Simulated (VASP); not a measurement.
Method: TPSS meta-GGA, VASP's PBE PAW potentials (set 64) (plane waves; VASP).

A VASP calculation is set up with these files.

File KPOINTS:
```
Automatic mesh
0
Gamma
6 6 4
```

**POSCAR**
```
Te
1.0
  2.2593171886  -3.9132518547   0.0000000000
  2.2593171886   3.9132518547   0.0000000000
  0.0000000000   0.0000000000   6.0872811318
Te
3
Cartesian
  0.5976339822   1.0351323405   4.0581894503
  3.3233664128   0.0000000000   0.0000000000
  0.5976339822  -1.0351323405   2.0290916815
```

### INCAR
```
ALGO = Normal
EDIFF = 1E-7
EDIFFG = -0.01
ENCUT = 520
IBRION = 2
ISIF = 4
ISMEAR = 0
LASPH = T
LCHARG = F
LMAXMIX = 4
LMIXTAU = T
LREAL = F
LWAVE = F
METAGGA = TPSS
NELM = 100
NSW = 30
PREC = Accurate
SIGMA = 0.05
SYSTEM = Te
```

POTCAR, in this order: Te (PBE.64 set). Program: vasp_std.

The run wrote:

OSZICAR:
```
       N       E                     dE             d eps       ncg     rms          rms(c)
DAV:   1     0.498256262089E+02    0.49826E+02   -0.64509E+03   624   0.111E+03
DAV:   2    -0.293782018264E+02   -0.79204E+02   -0.76189E+02   811   0.163E+02
DAV:   3    -0.346249376434E+02   -0.52467E+01   -0.51918E+01   784   0.470E+01
DAV:   4    -0.347139515264E+02   -0.89014E-01   -0.88955E-01   751   0.730E+00
DAV:   5    -0.347155305929E+02   -0.15791E-02   -0.15791E-02   772   0.942E-01    0.105E+01
DAV:   6    -0.332084764420E+02    0.15071E+01   -0.38188E+00   624   0.231E+01    0.598E+00
DAV:   7    -0.330746130649E+02    0.13386E+00   -0.70691E-01   629   0.904E+00    0.677E-01
DAV:   8    -0.329572078248E+02    0.11741E+00   -0.35730E-01   624   0.691E+00    0.211E+00
DAV:   9    -0.329005840809E+02    0.56624E-01   -0.16044E-02   694   0.173E+00    0.199E+00
DAV:  10    -0.327612345370E+02    0.13935E+00   -0.45847E-02   624   0.321E+00    0.148E+00
DAV:  11    -0.332274533771E+02   -0.46622E+00   -0.27469E-01   624   0.703E+00    0.149E+00
DAV:  12    -0.332438670752E+02   -0.16414E-01   -0.21907E-02   624   0.159E+00    0.198E+00
DAV:  13    -0.332445936482E+02   -0.72657E-03   -0.69447E-04   694   0.213E-01    0.175E+00
DAV:  14    -0.332448588166E+02   -0.26517E-03   -0.41632E-05   664   0.580E-02    0.170E+00
DAV:  15    -0.332447736175E+02    0.85199E-04   -0.21999E-05   634   0.367E-02    0.160E+00
DAV:  16    -0.332449395133E+02   -0.16590E-03   -0.90623E-04   624   0.286E-01    0.470E-01
DAV:  17    -0.332454572625E+02   -0.51775E-03   -0.95147E-04   624   0.301E-01    0.751E-02
DAV:  18    -0.332455016733E+02   -0.44411E-04   -0.15878E-04   639   0.155E-01    0.491E-02
DAV:  19    -0.332455730237E+02   -0.71350E-04   -0.24564E-05   629   0.546E-02    0.608E-02
DAV:  20    -0.332456116213E+02   -0.38598E-04   -0.23174E-05   629   0.540E-02    0.122E-02
DAV:  21    -0.332456170062E+02   -0.53850E-05   -0.46331E-06   649   0.214E-02    0.188E-02
DAV:  22    -0.332456171910E+02   -0.18480E-06   -0.14893E-06   659   0.146E-02    0.422E-03
DAV:  23    -0.332456183171E+02   -0.11261E-05   -0.58536E-07   629   0.842E-03    0.254E-03
DAV:  24    -0.332456186117E+02   -0.29460E-06   -0.36898E-07   624   0.684E-03    0.721E-03
DAV:  25    -0.332456186567E+02   -0.45037E-07   -0.15225E-07   382   0.527E-03
   1 F= -.33245619E+02 E0= -.33245587E+02  d E =-.332456E+02
       N       E                     dE             d eps       ncg     rms          rms(c)
DAV:   1    -0.332495419169E+02   -0.39233E-02   -0.16405E-01   624   0.225E+00    0.447E-01
DAV:   2    -0.332498354248E+02   -0.29351E-03   -0.65762E-03   674   0.515E-01    0.963E-02
DAV:   3    -0.332499075591E+02   -0.72134E-04   -0.19868E-04   699   0.115E-01    0.709E-02
DAV:   4    -0.332498792393E+02    0.28320E-04   -0.18494E-04   654   0.966E-02    0.185E-02
DAV:   5    -0.332499004458E+02   -0.21206E-04   -0.46920E-05   624   0.563E-02    0.116E-02
DAV:   6    -0.332499071975E+02   -0.67517E-05   -0.58776E-06   629   0.257E-02    0.829E-03
DAV:   7    -0.332499060284E+02    0.11692E-05   -0.29459E-06   634   0.187E-02    0.295E-03
DAV:   8    -0.332499081928E+02   -0.21644E-05   -0.17928E-06   624   0.151E-02    0.755E-04
DAV:   9    -0.332499090003E+02   -0.80752E-06   -0.24233E-07   522   0.534E-03    0.296E-04
DAV:  10    -0.332499090145E+02   -0.14251E-07   -0.27663E-08   332   0.171E-03
   2 F= -.33249909E+02 E0= -.33249902E+02  d E =-.429036E-02
       N       E                     dE             d eps       ncg     rms          rms(c)
DAV:   1    -0.332523732360E+02   -0.24642E-02   -0.42081E-01   624   0.360E+00    0.739E-01
DAV:   2    -0.332531047344E+02   -0.73150E-03   -0.16967E-02   674   0.828E-01    0.155E-01
DAV:   3    -0.332532745946E+02   -0.16986E-03   -0.52312E-04   714   0.185E-01    0.115E-01
DAV:   4    -0.332531990537E+02    0.75541E-04   -0.48391E-04   654   0.156E-01    0.306E-02
DAV:   5    -0.332532529710E+02   -0.53917E-04   -0.12197E-04   629   0.907E-02    0.187E-02
DAV:   6    -0.332532708538E+02   -0.17883E-04   -0.15229E-05   629   0.415E-02    0.140E-02
DAV:   7    -0.332532670295E+02    0.38243E-05   -0.77526E-06   634   0.305E-02    0.479E-03
DAV:   8    -0.332532731719E+02   -0.61424E-05   -0.48035E-06   624   0.248E-02    0.121E-03
DAV:   9    -0.332532751726E+02   -0.20007E-05   -0.64929E-07   624   0.872E-03    0.592E-04
DAV:  10    -0.332532751960E+02   -0.23494E-07   -0.64961E-08   452   0.244E-03
   3 F= -.33253275E+02 E0= -.33253275E+02  d E =-.765654E-02
       N       E                     dE             d eps       ncg     rms          rms(c)
DAV:   1    -0.332533681219E+02   -0.92949E-04   -0.29346E-02   624   0.950E-01    0.195E-01
DAV:   2    -0.332534199462E+02   -0.51824E-04   -0.11935E-03   669   0.219E-01    0.408E-02
DAV:   3    -0.332534326019E+02   -0.12656E-04   -0.37737E-05   719   0.495E-02    0.303E-02
DAV:   4    -0.332534285564E+02    0.40455E-05   -0.33922E-05   654   0.411E-02    0.817E-03
DAV:   5    -0.332534324020E+02   -0.38456E-05   -0.87814E-06   629   0.243E-02    0.496E-03
DAV:   6    -0.332534336875E+02   -0.12855E-05   -0.10930E-06   629   0.111E-02    0.388E-03
DAV:   7    -0.332534335441E+02    0.14343E-06   -0.54397E-07   634   0.807E-03    0.126E-03
DAV:   8    -0.332534339104E+02   -0.36629E-06   -0.33240E-07   624   0.653E-03    0.280E-04
DAV:   9    -0.332534340788E+02   -0.16840E-06   -0.42561E-08   312   0.226E-03    0.124E-04
DAV:  10    -0.332534340847E+02   -0.59813E-08   -0.53424E-09   312   0.757E-04
   4 F= -.33253434E+02 E0= -.33253434E+02  d E =-.781543E-02
```

**OUTCAR**
```
------------------------ aborting loop because EDIFF is reached ----------------------------------------
  FORCE on cell =-STRESS in cart. coord.  units (eV):
  Direction    XX          YY          ZZ          XY          YZ          ZX
  --------------------------------------------------------------------------------------
  Total       -0.3366964     -0.3366963     -0.3455595      0.0000000     -0.0000000      0.0000000
  in kB       -5.0116492     -5.0116484     -5.1435751      0.0000000     -0.0000000      0.0000000
  external PRESSURE =      -5.0556242 kB  Pullay stress =       0.0000000 kB
  volume of cell :      107.64
      direct lattice vectors                 reciprocal lattice vectors
     2.278934634 -3.947230283 -0.000000000     0.219400764 -0.126671100 -0.000000000
     2.278934634  3.947230283  0.000000000     0.219400764  0.126671100  0.000000000
     0.000000000 -0.000000000  5.982931533     0.000000000 -0.000000000  0.167142143
 POSITION                                       TOTAL-FORCE (eV/Angst)
 -----------------------------------------------------------------------------------
      2.87310     -2.91810      3.98862         0.001943      0.003366     -0.000000
      3.36954     -0.00000     -0.00000        -0.003886      0.000000      0.000000
      2.87310      2.91810      1.99431         0.001943     -0.003366      0.000000
 -----------------------------------------------------------------------------------
    total drift:                               -0.000170     -0.000391      0.000013
  FREE ENERGIE OF THE ION-ELECTRON SYSTEM (eV)
  ---------------------------------------------------
  free  energy   TOTEN  =       -33.2534340847 eV

  energy  without entropy=      -33.2534338864  energy(sigma->0) =      -33.25343399

 reached required accuracy - stopping structural energy minimisation
```
(Selected blocks of OUTCAR.)

File CONTCAR:
```
Te
   1.00000000000000
     2.2789346336011014   -3.9472302833492985   -0.0000000000000000
     2.2789346336011014    3.9472302833492985    0.0000000000000000
     0.0000000000000000   -0.0000000000000000    5.9829315333936801
  Te
     3
Direct
     0.9999999999971741    0.2607211106854935    0.6666669999999968
     0.7392788893173323    0.7392788893173323    0.0000000000000000
     0.2607211106854935    0.9999999999971741    0.3333330000000032
```

The compound is Te in the trig structure. This cell is one point of a volume scan, at 1.03 of the reference volume. Symmetry was kept, so distortions that lower it aren't found.
